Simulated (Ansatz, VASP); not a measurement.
**Mg2C3 in VASP and in Ansatz**

File POSCAR:

```
Mg2C3
1.0
    2.3870223790     -2.3394118729     -0.0063441741
    2.3870223790      2.3394118729     -0.0063441741
   -1.2253611782      0.0000000000      4.8584158892
Mg C
2 3
Direct
    0.8082382625      0.8082382625      0.1984312469
    0.1917617375      0.1917617375      0.8015687531
    0.3041690745      0.3041690745      0.2614645499
    0.6958309255      0.6958309255      0.7385354501
    0.5000000000      0.5000000000      0.5000000000
```

The input INCAR.step1:

```
PREC = Accurate
ENCUT = 520
ISMEAR = 0
SIGMA = 0.05
LREAL = False
LASPH = True
NELM = 100
NBANDS = 16
GGA = PE
ALGO = Normal
EDIFF = 1E-4
LWAVE = True
LCHARG = False
```

INCAR.step2

```
PREC = Accurate
ENCUT = 520
EDIFF = 1E-6
ISMEAR = 0
SIGMA = 0.05
LREAL = False
LASPH = True
NELM = 100
ALGO = Normal
ISIF = 2
LWAVE = False
LCHARG = False
METAGGA = R2SCAN
LMIXTAU = True
NBANDS = 16
ISTART = 1
```

KPOINTS

```
regular mesh
0
Gamma
  10 10 6
```

Input for Ansatz:

```yaml
crystal:
  lattice:
    - [2.387022379, -2.3394118729, -0.0063441741]
    - [2.387022379, 2.3394118729, -0.0063441741]
    - [-1.2253611782, 0.0, 4.8584158892]
  atoms:
    - { symbol: Mg, position: [0.8082382625, 0.8082382625, 0.1984312469] }
    - { symbol: Mg, position: [0.1917617375, 0.1917617375, 0.8015687531] }
    - { symbol: C, position: [0.3041690745, 0.3041690745, 0.2614645499] }
    - { symbol: C, position: [0.6958309255, 0.6958309255, 0.7385354501] }
    - { symbol: C, position: [0.5, 0.5, 0.5] }
basis:
  ecutwfc: 500
kpoints:
  mp_grid: { grid: [10, 10, 6] }
hamiltonian:
  xc: r2scan
scf:
  occupations: { method: gaussian, width: 0.05 }
output:
  forces: true
  stress: true
  eigenvalues: true
  write_density: true
  write_potential: true
  elf: true
  volumetric_format: npy
```

Alike in both runs: task single point; functional r2SCAN; k mesh 10 × 10 × 6; occupations gaussian, width 0.05 eV; no spin polarisation.

```csv
,VASP,Ansatz
version,VASP 6.6.1,Ansatz 0.2.0
potentials or method,"VASP PAW PBE potentials, release 64 (Mg, C)","scalar-relativistic, plane waves, PAW"
plane-wave cutoff (eV),520,500
valence electrons in the cell,16,32
```

|  | VASP | Ansatz | Ansatz less VASP |
| --- | --- | --- | --- |
| gap on the k mesh at the Fermi level (eV) | 1.88 | 1.87 | -0.008 |
| least direct gap on the mesh (eV) | 2.65 | 2.65 | 0.000 |
| pressure (GPa) | -0.3 | 0.0 | +0.30 |
| largest component of the traceless stress (GPa) | 0.44 | 0.01 | -0.436 |
| rms of the force components (eV/Å) | 0.041 | 0.001 | -0.0396 |

Atom by atom the forces differ by 0.042 eV/Å (rms over components). The two sets of potentials don't hold the same shells in valence.

Caveats: the PAW data sets were made with another functional, which shifts forces and pressure a little (VASP). r2SCAN opens gaps a little over a GGA but as a rule still falls short of measured ones. A k mesh can miss the band edges.
